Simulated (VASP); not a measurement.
# Driving VASP from ASE on Al2Pt, part 2 of 4

Do ASE scripts that read Al2Pt from different structure formats give one answer, and do several routes find one equilibrium volume? All runs use r2SCAN. Left out of this account: at least 1 further run (self-consistent run: a reference on another mesh). The start is a cell from a database of measured crystal structures.

VASP 6.6.1; r2SCAN; plane waves and PAW (Al, Pt).

So far. Step 2 (Total energy, forces and stress (r2SCAN, through ASE)): The pressure is -0.76 GPa and the largest force 0.000 eV/Å, so the cell is not at a minimum at these settings.

The database entry behind the starting cell differs from later determinations by our own check (0.1 to 0.3 % short, probably kX units), so it need not match the best structure at ambient conditions.

**3. Total energy, forces and stress (r2SCAN, through ASE), try 2**

System of this step: Al2Pt. The structure is cubic, space group Fm-3m (No. 225). The conventional cell has a = 5.910 Å, b = 5.910 Å, c = 5.910 Å, α = 90.00°, β = 90.00°, γ = 90.00°. Al has 4 Pt at 2.56 Å nearest. Nearest to Pt lie 8 Al at 2.56 Å. Farther neighbours are not listed.

The single point through ASE, with the structure read from a CIF with its space group. The file expands to the conventional cell of 12 atoms, on a 4×4×4 mesh.

File run.py:

```python
import numpy as np
from ase.calculators.vasp import Vasp
from ase.io import read
from ase.dft.bandgap import bandgap

atoms = read('Al2Pt.cif')

calc = Vasp(
    xc='r2scan',
    pp='PBE',
    prec='Accurate',
    encut=400,
    ediff=1e-06,
    nelm=100,
    ismear=-1,
    sigma=0.05,
    lreal=False,
    algo='Normal',
    lasph=True,
    nbands=44,
    lorbit=11,
    lwave=False,
    lcharg=False,
    kpar=4,
    isif=2,
    pp_version='64',
    setups={'Al': '', 'Pt': ''},
    kpts=(4, 4, 4),
    gamma=True,
    txt='vasp.out',
)
atoms.calc = calc

print("energy (eV):", round(atoms.get_potential_energy(), 6))
print("Fermi level (eV):", round(calc.get_fermi_level(), 4))
print("forces (eV/A):")
print(np.round(atoms.get_forces(), 4))
print("stress (GPa, Voigt, tension positive):", np.round(atoms.get_stress() * 160.21766, 3))
gap, p1, p2 = bandgap(calc, direct=False)
print("gap on the mesh (eV):", round(gap, 4))
```

File Al2Pt.cif:

```cif
data_Al2Pt
_cell_length_a 5.91000000
_cell_length_b 5.91000000
_cell_length_c 5.91000000
_cell_angle_alpha 90.00000000
_cell_angle_beta 90.00000000
_cell_angle_gamma 90.00000000
_space_group_name_H-M_alt 'Fm-3m'
_space_group_name_Hall '-F 4 2 3'
_space_group_IT_number 225
loop_
_space_group_symop_operation_xyz
'x,y,z'
'-x,-y,-z'
'-y,x,z'
'y,-x,-z'
'-x,-y,z'
'x,y,-z'
'y,-x,z'
'-y,x,-z'
'x,-y,-z'
'-x,y,z'
'-y,-x,-z'
'y,x,z'
'-x,y,-z'
'x,-y,z'
'y,x,-z'
'-y,-x,z'
'z,x,y'
'-z,-x,-y'
'z,-y,x'
'-z,y,-x'
'z,-x,-y'
'-z,x,y'
'z,y,-x'
'-z,-y,x'
'-z,x,-y'
'z,-x,y'
'-z,-y,-x'
'z,y,x'
'-z,-x,y'
'z,x,-y'
'-z,y,x'
'z,-y,-x'
'y,z,x'
'-y,-z,-x'
'x,z,-y'
'-x,-z,y'
'-y,z,-x'
'y,-z,x'
'-x,z,y'
'x,-z,-y'
'-y,-z,x'
'y,z,-x'
'-x,-z,-y'
'x,z,y'
'y,-z,-x'
'-y,z,x'
'x,-z,y'
'-x,z,-y'
'x,y+1/2,z+1/2'
'-x,-y+1/2,-z+1/2'
'-y,x+1/2,z+1/2'
'y,-x+1/2,-z+1/2'
'-x,-y+1/2,z+1/2'
'x,y+1/2,-z+1/2'
'y,-x+1/2,z+1/2'
'-y,x+1/2,-z+1/2'
'x,-y+1/2,-z+1/2'
'-x,y+1/2,z+1/2'
'-y,-x+1/2,-z+1/2'
'y,x+1/2,z+1/2'
'-x,y+1/2,-z+1/2'
'x,-y+1/2,z+1/2'
'y,x+1/2,-z+1/2'
'-y,-x+1/2,z+1/2'
'z,x+1/2,y+1/2'
'-z,-x+1/2,-y+1/2'
'z,-y+1/2,x+1/2'
'-z,y+1/2,-x+1/2'
'z,-x+1/2,-y+1/2'
'-z,x+1/2,y+1/2'
'z,y+1/2,-x+1/2'
'-z,-y+1/2,x+1/2'
'-z,x+1/2,-y+1/2'
'z,-x+1/2,y+1/2'
'-z,-y+1/2,-x+1/2'
'z,y+1/2,x+1/2'
'-z,-x+1/2,y+1/2'
'z,x+1/2,-y+1/2'
'-z,y+1/2,x+1/2'
'z,-y+1/2,-x+1/2'
'y,z+1/2,x+1/2'
'-y,-z+1/2,-x+1/2'
'x,z+1/2,-y+1/2'
'-x,-z+1/2,y+1/2'
'-y,z+1/2,-x+1/2'
'y,-z+1/2,x+1/2'
'-x,z+1/2,y+1/2'
'x,-z+1/2,-y+1/2'
'-y,-z+1/2,x+1/2'
'y,z+1/2,-x+1/2'
'-x,-z+1/2,-y+1/2'
'x,z+1/2,y+1/2'
'y,-z+1/2,-x+1/2'
'-y,z+1/2,x+1/2'
'x,-z+1/2,y+1/2'
'-x,z+1/2,-y+1/2'
'x+1/2,y,z+1/2'
'-x+1/2,-y,-z+1/2'
'-y+1/2,x,z+1/2'
'y+1/2,-x,-z+1/2'
'-x+1/2,-y,z+1/2'
'x+1/2,y,-z+1/2'
'y+1/2,-x,z+1/2'
'-y+1/2,x,-z+1/2'
'x+1/2,-y,-z+1/2'
'-x+1/2,y,z+1/2'
'-y+1/2,-x,-z+1/2'
'y+1/2,x,z+1/2'
'-x+1/2,y,-z+1/2'
'x+1/2,-y,z+1/2'
'y+1/2,x,-z+1/2'
'-y+1/2,-x,z+1/2'
'z+1/2,x,y+1/2'
'-z+1/2,-x,-y+1/2'
'z+1/2,-y,x+1/2'
'-z+1/2,y,-x+1/2'
'z+1/2,-x,-y+1/2'
'-z+1/2,x,y+1/2'
'z+1/2,y,-x+1/2'
'-z+1/2,-y,x+1/2'
'-z+1/2,x,-y+1/2'
'z+1/2,-x,y+1/2'
'-z+1/2,-y,-x+1/2'
'z+1/2,y,x+1/2'
'-z+1/2,-x,y+1/2'
'z+1/2,x,-y+1/2'
'-z+1/2,y,x+1/2'
'z+1/2,-y,-x+1/2'
'y+1/2,z,x+1/2'
'-y+1/2,-z,-x+1/2'
'x+1/2,z,-y+1/2'
'-x+1/2,-z,y+1/2'
'-y+1/2,z,-x+1/2'
'y+1/2,-z,x+1/2'
'-x+1/2,z,y+1/2'
'x+1/2,-z,-y+1/2'
'-y+1/2,-z,x+1/2'
'y+1/2,z,-x+1/2'
'-x+1/2,-z,-y+1/2'
'x+1/2,z,y+1/2'
'y+1/2,-z,-x+1/2'
'-y+1/2,z,x+1/2'
'x+1/2,-z,y+1/2'
'-x+1/2,z,-y+1/2'
'x+1/2,y+1/2,z'
'-x+1/2,-y+1/2,-z'
'-y+1/2,x+1/2,z'
'y+1/2,-x+1/2,-z'
'-x+1/2,-y+1/2,z'
'x+1/2,y+1/2,-z'
'y+1/2,-x+1/2,z'
'-y+1/2,x+1/2,-z'
'x+1/2,-y+1/2,-z'
'-x+1/2,y+1/2,z'
'-y+1/2,-x+1/2,-z'
'y+1/2,x+1/2,z'
'-x+1/2,y+1/2,-z'
'x+1/2,-y+1/2,z'
'y+1/2,x+1/2,-z'
'-y+1/2,-x+1/2,z'
'z+1/2,x+1/2,y'
'-z+1/2,-x+1/2,-y'
'z+1/2,-y+1/2,x'
'-z+1/2,y+1/2,-x'
'z+1/2,-x+1/2,-y'
'-z+1/2,x+1/2,y'
'z+1/2,y+1/2,-x'
'-z+1/2,-y+1/2,x'
'-z+1/2,x+1/2,-y'
'z+1/2,-x+1/2,y'
'-z+1/2,-y+1/2,-x'
'z+1/2,y+1/2,x'
'-z+1/2,-x+1/2,y'
'z+1/2,x+1/2,-y'
'-z+1/2,y+1/2,x'
'z+1/2,-y+1/2,-x'
'y+1/2,z+1/2,x'
'-y+1/2,-z+1/2,-x'
'x+1/2,z+1/2,-y'
'-x+1/2,-z+1/2,y'
'-y+1/2,z+1/2,-x'
'y+1/2,-z+1/2,x'
'-x+1/2,z+1/2,y'
'x+1/2,-z+1/2,-y'
'-y+1/2,-z+1/2,x'
'y+1/2,z+1/2,-x'
'-x+1/2,-z+1/2,-y'
'x+1/2,z+1/2,y'
'y+1/2,-z+1/2,-x'
'-y+1/2,z+1/2,x'
'x+1/2,-z+1/2,y'
'-x+1/2,z+1/2,-y'
loop_
_atom_site_label
_atom_site_type_symbol
_atom_site_symmetry_multiplicity
_atom_site_Wyckoff_symbol
_atom_site_fract_x
_atom_site_fract_y
_atom_site_fract_z
_atom_site_occupancy
Al1 Al 8 c 0.2500000000 0.7500000000 0.7500000000 1
Pt1 Pt 4 a 0.0000000000 0.0000000000 0.0000000000 1
```

Potentials, in the order of the species: Al and Pt (PBE family, release 64).

Command:

```bash
export ASE_VASP_COMMAND="mpirun -np 4 vasp_std"
python run.py
```

Output:

```text
energy (eV): -271.557908
Fermi level (eV): 7.7236
forces (eV/A):
[[-0. -0.  0.]
 [-0.  0.  0.]
 [ 0. -0. -0.]
 [-0.  0.  0.]
 [-0. -0.  0.]
 [-0. -0.  0.]
 [ 0.  0.  0.]
 [-0. -0.  0.]
 [-0.  0.  0.]
 [ 0. -0. -0.]
 [ 0. -0.  0.]
 [ 0.  0. -0.]]
stress (GPa, Voigt, tension positive): [0.628 0.628 0.628 0.    0.    0.   ]
gap on the mesh (eV): 0.0
```

Run time: 33 s. Hardware: 4 MPI ranks of Intel Xeon 6975P-C (Granite Rapids), shared host; peak memory 1.1 GiB.

The INCAR that ASE wrote:

```
ENCUT = 400.000000
SIGMA = 0.050000
EDIFF = 1.00e-06
ALGO = Normal
METAGGA = R2SCAN
PREC = Accurate
ISIF = 2
ISMEAR = -1
KPAR = 4
LORBIT = 11
NBANDS = 44
NELM = 100
LASPH = .TRUE.
LCHARG = .FALSE.
LWAVE = .FALSE.
LREAL = .FALSE.
```

ASE turned this into the KPOINTS:

```
KPOINTS created by Atomic Simulation Environment
0
Gamma
4 4 4
0 0 0
```

vasp.out:

```text
[banner, memory and clock lines left out]
running    4 mpi-ranks, on    1 nodes
 distrk:  each k-point on    1 cores,    4 groups
 distr:  one band on    1 cores,    1 groups

 POSCAR found type information on POSCAR AlPt
 POSCAR found :  2 types and      12 ions
 [... a notice as in an earlier step ...]

 LDA part: xc-table for (None), standard interpolation
 POSCAR, INCAR and KPOINTS ok, starting setup
 FFT: planning ... GRIDC
 FFT: planning ... GRID_SOFT
 FFT: planning ... GRID
 WAVECAR not read
 entering main loop
       N       E                     dE             d eps       ncg     rms          rms(c)
DAV:   1     0.155033184249E+01    0.15503E+01   -0.23876E+04   880   0.106E+03
DAV:   2    -0.275198634071E+03   -0.27675E+03   -0.25659E+03  1036   0.210E+02
DAV:   3    -0.287267626036E+03   -0.12069E+02   -0.11781E+02  1056   0.400E+01
DAV:   4    -0.287425512414E+03   -0.15789E+00   -0.15755E+00  1048   0.525E+00
DAV:   5    -0.287428192809E+03   -0.26804E-02   -0.26799E-02  1024   0.728E-01    0.190E+01
DAV:   6    -0.271928073002E+03    0.15500E+02   -0.14381E+01   996   0.212E+01    0.720E+00
DAV:   7    -0.271598740627E+03    0.32933E+00   -0.14984E+00  1012   0.669E+00    0.413E+00
DAV:   8    -0.271593345798E+03    0.53948E-02   -0.13939E-01   924   0.178E+00    0.105E+00
DAV:   9    -0.271586993902E+03    0.63519E-02   -0.78178E-02   976   0.164E+00    0.430E-01
DAV:  10    -0.271586806819E+03    0.18708E-03   -0.35827E-03   988   0.324E-01    0.202E-01
DAV:  11    -0.271586791794E+03    0.15025E-04   -0.97664E-04   972   0.137E-01    0.190E-02
DAV:  12    -0.271586805032E+03   -0.13238E-04   -0.17960E-05   988   0.204E-02    0.125E-02
DAV:  13    -0.271586794073E+03    0.10959E-04   -0.36772E-06   836   0.972E-03    0.348E-03
DAV:  14    -0.271586795569E+03   -0.14963E-05   -0.19472E-07   512   0.200E-03    0.106E-03
DAV:  15    -0.271586794366E+03    0.12035E-05   -0.53951E-08   500   0.119E-03    0.392E-04
DAV:  16    -0.271586794351E+03    0.14441E-07   -0.94928E-09   496   0.457E-04
   1 F= -.27158679E+03 E0= -.27155791E+03  d E =-.577727E-01
```

From OUTCAR (step 3):

```text
  LATTYP: Found a simple cubic cell.
 ALAT       =     5.9100000000

The static configuration has the point symmetry O_h .

 Found     10 irreducible k-points:

   k-points           NKPTS =     10   k-points in BZ     NKDIM =     10   number of bands    NBANDS=     44

   dimension x,y,z NGX =    40 NGY =   40 NGZ =   40
   dimension x,y,z NGXF=    80 NGYF=   80 NGZF=   80

   ENCUT  =  400.0 eV  29.40 Ry    5.42 a.u.   9.64  9.64  9.64*2*pi/ulx,y,z

   NELECT =      64.0000    total number of electrons

 E-fermi :   7.7236

 k-point     1 :       0.0000    0.0000    0.0000
  band No.  band energies     occupation
    ...
     29       6.0827      2.00000
     30       6.0827      2.00000
     31       6.0827      2.00000
     32       6.0827      2.00000
     33       6.0827      2.00000
     34      11.3465      0.00000
     35      11.3465      0.00000
     36      11.3465      0.00000
     37      11.4632      0.00000
     38      11.5248      0.00000
    ...

 k-point     2 :       0.2500    0.0000    0.0000
  band No.  band energies     occupation
    ...
     29       5.6923      2.00000
     30       6.5794      2.00000
     31       6.5794      2.00000
     32       6.7931      2.00000
     33       6.7931      2.00000
     34      10.2260      0.00000
     35      10.2260      0.00000
     36      10.4723      0.00000
     37      11.3408      0.00000
     38      11.3997      0.00000
    ...

  Total       -0.8092071     -0.8092071     -0.8092071     -0.0000000      0.0000000     -0.0000000
  in kB       -6.2806966     -6.2806966     -6.2806966     -0.0000000      0.0000000     -0.0000000
  external PRESSURE =      -6.2806966 kB  Pullay stress =       0.0000000 kB

  energy-cutoff  :      400.00
  volume of cell :      206.43
      direct lattice vectors                 reciprocal lattice vectors
     5.910000000  0.000000000  0.000000000     0.169204738  0.000000000  0.000000000
     0.000000000  5.910000000  0.000000000     0.000000000  0.169204738  0.000000000
     0.000000000  0.000000000  5.910000000     0.000000000  0.000000000  0.169204738

 POSITION                                       TOTAL-FORCE (eV/Angst)
 -----------------------------------------------------------------------------------
      1.47750      4.43250      4.43250        -0.000000     -0.000000      0.000000
      4.43250      1.47750      1.47750        -0.000000      0.000000      0.000000
      1.47750      1.47750      4.43250         0.000000     -0.000000     -0.000000
      4.43250      4.43250      1.47750        -0.000000      0.000000      0.000000
      4.43250      1.47750      4.43250        -0.000000     -0.000000      0.000000
      1.47750      4.43250      1.47750        -0.000000     -0.000000      0.000000
      4.43250      4.43250      4.43250         0.000000      0.000000      0.000000
      1.47750      1.47750      1.47750        -0.000000     -0.000000      0.000000
      0.00000      0.00000      0.00000        -0.000000      0.000000      0.000000
      0.00000      2.95500      2.95500         0.000000     -0.000000     -0.000000
      2.95500      0.00000      2.95500         0.000000     -0.000000      0.000000
      2.95500      2.95500      0.00000         0.000000      0.000000     -0.000000
 -----------------------------------------------------------------------------------
    total drift:                               -0.000000     -0.000000     -0.000000

  FREE ENERGIE OF THE ION-ELECTRON SYSTEM (eV)
  ---------------------------------------------------
  free  energy   TOTEN  =      -271.5867943512 eV

  energy  without entropy=     -271.5290216928  energy(sigma->0) =     -271.55790802

 total charge
# of ion       s       p       d       tot
------------------------------------------
    1        0.398   0.377   0.000   0.775
    2        0.398   0.377   0.000   0.775
    3        0.398   0.377   0.000   0.775
    4        0.398   0.377   0.000   0.775
    5        0.398   0.377   0.000   0.775
    6        0.398   0.377   0.000   0.775
    7        0.398   0.377   0.000   0.775
    8        0.398   0.377   0.000   0.775
    9        0.829   0.738   8.161   9.728
   10        0.829   0.738   8.161   9.728
   11        0.829   0.738   8.161   9.728
   12        0.829   0.738   8.161   9.728
--------------------------------------------------
tot          6.500   5.966  32.643  45.109

[... 1 part as in an earlier step ...]

[... 7 further parts left out ...]
```

The k-mesh is coarse for a metal.

Numbers from this step:

- SCF cycles: 16
- electrons: 64
- bands: 44
- irreducible k-points: 10
- free energy (TOTEN): -271.5868 eV
- energy at zero smearing: -271.5579 eV
- Fermi energy: 7.724 eV
- pressure: -0.6281 GPa

The energy lies +9.55 meV an atom from the first script, since this cell and mesh sample the zone at other points.

[end of part 2 of 4]

[Lines on the potential files, build, host, timing and source positions are cut from VASP's logs without a mark.]

[Logs are printed without paths, hosts, clocks, repeated set-up lines and the standing remarks that a program may print on its own settings, such as how far it seeks lower states.]

[Hosts, paths, dates, database ids (printed as entryN), source tags and the programs' standing remarks are cut or masked in the printed files.]

[A measured line is paired with the nearest computed mode of its activity, which favours agreement.]

[In band tables of VASP the shares of atoms and orbitals are scaled to a sum of 1 inside the atoms' spheres.]
